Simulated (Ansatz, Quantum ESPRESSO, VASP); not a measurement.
## Fitting the PBE energy curve of CeC

```
Ce C
1.0
     0.00000    2.59607    2.59607
     2.59607    0.00000    2.59607
     2.59607    2.59607    0.00000
Ce C
1 1
Direct
  0.00000 0.00000 0.00000
  0.50000 0.50000 0.50000
```

The cell comes from a database or a generator and needn't be the stable form of this composition.

The cell was scaled at fixed shape and fractions and run with Ansatz, Ansatz PAW, cutoff 420 eV; PBE, k mesh 9 × 9 × 9 on the cell of 2 atoms, fermi-dirac occupations of 0.05 eV, collinear spin, ferromagnetic start, no spin-orbit coupling. Energies are those that the program minimises, any entropy of the smearing included. For a metal such a mesh isn't converged to the digits shown. The magnetic state is the one that the start led to, which needn't be the lowest. Plain semilocal runs treat an open f shell poorly.

```tsv
V (Å³/atom)	energy over the lowest row (meV/atom)
16.4466	23.861
16.7965	9.967
17.1465	?
17.4964	0.000
17.8463	2.689
18.1963	9.807
18.5462	20.902
```

Task: Fit the third-order Birch-Murnaghan form, give V0, B0 and B′, and predict the energy left open.

Result: With y = (V0/V)^(2/3), E = E0 + (9 V0 B0/16) [(y - 1)³ B′ + (y - 1)² (6 - 4y)]. Least squares through the rows shown give V0 = 17.4737 Å³/atom, E0 = -0.017 meV, B0 = 113.5 GPa (1 eV/Å³ = 160.218 GPa) and B′ = 4.46, with a largest miss of 0.008 meV. At V = 17.1465 the form with these constants gives 2.229 meV; the run gave 2.253 meV an atom. Other set-ups at this level, from all their volumes (Å³/atom, GPa): Quantum ESPRESSO, SSSP 1.3 efficiency PBE: V0 17.532, B0 112.8; VASP, PBE PAW files C, Ce, 520 eV: V0 17.493, B0 112.8.
